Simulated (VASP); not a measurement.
**TaS2 (relaxed from the CdCl2 structure, space group R-3m): computed properties**

All values below come from PBEsol GGA, VASP's PBE PAW potentials (set 64) (plane waves; VASP).

```yaml
space_group: R-3m (166)
cell: a = b = 3.3223 Å, c = 18.6385 Å, α = β = 90.00°, γ = 120.00°
volume_per_atom: 19.80 Å³/atom
band gap (over mesh and band path): none (metal, semimetal or under 0.01 eV)
band_gap_with_spin_orbit_coupling: none (metallic)
density: 6.85 g/cm³
```

```cif
data_S2Ta
_chemical_formula_sum 'Ta1 S2'
_space_group_name_H-M_alt 'P 1'
_space_group_IT_number 1
_cell_length_a 6.50220
_cell_length_b 6.50220
_cell_length_c 6.50220
_cell_angle_alpha 29.603
_cell_angle_beta 29.603
_cell_angle_gamma 29.603
loop_
_space_group_symop_operation_xyz
  'x, y, z'
loop_
_atom_site_label
_atom_site_type_symbol
_atom_site_fract_x
_atom_site_fract_y
_atom_site_fract_z
_atom_site_occupancy
Ta1 Ta 0.00000 0.00000 0.00000 1
S1 S 0.25083 0.25083 0.25083 1
S2 S 0.74917 0.74917 0.74917 1
```

Unless said otherwise, spin-orbit coupling is left out, though it shifts the bands of the heavy elements here.

The structure was generated: TaS2 was put into the CdCl2 type (R-3m), which need not be its known phase. It was relaxed first, which changed the volume by -11 %. Symmetry was kept, so distortions that lower it aren't found. The electron count is odd and the run is not spin-polarised, which forces a metal.
